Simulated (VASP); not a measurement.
Given:

```
PtS2
1.0
    1.79383    -3.10700     0.00000
    1.79383     3.10700     0.00000
    0.00000     0.00000     7.52525
Pt S
1 2
Cartesian
  0.00000   0.00000   0.00000
  1.79383   1.03567   1.22999
  1.79383  -1.03567   6.29526
```

Level of theory: revPBE GGA, VASP's PBE PAW potentials (set 64) (plane waves; VASP). Settings: 520 eV cut-off, 8×8×4 Γ-centred mesh, tetrahedra with Blöchl corrections, potentials Pt S.

Without a dispersion term in the relaxation, distances and binding between the weakly bound layers, chains or molecules are unreliable, and so is what depends on them.

Question: What does the run give for the energy per atom (σ→0)?

Answer: 
```
Item                            Value
---------------------  --------------
energy per atom (σ→0)  -4814 meV/atom
```

Only differences to runs with the same potentials and settings are physical.

The compound is PtS2 in the 1T layered structure. It was relaxed first, which changed the volume by +53 %.
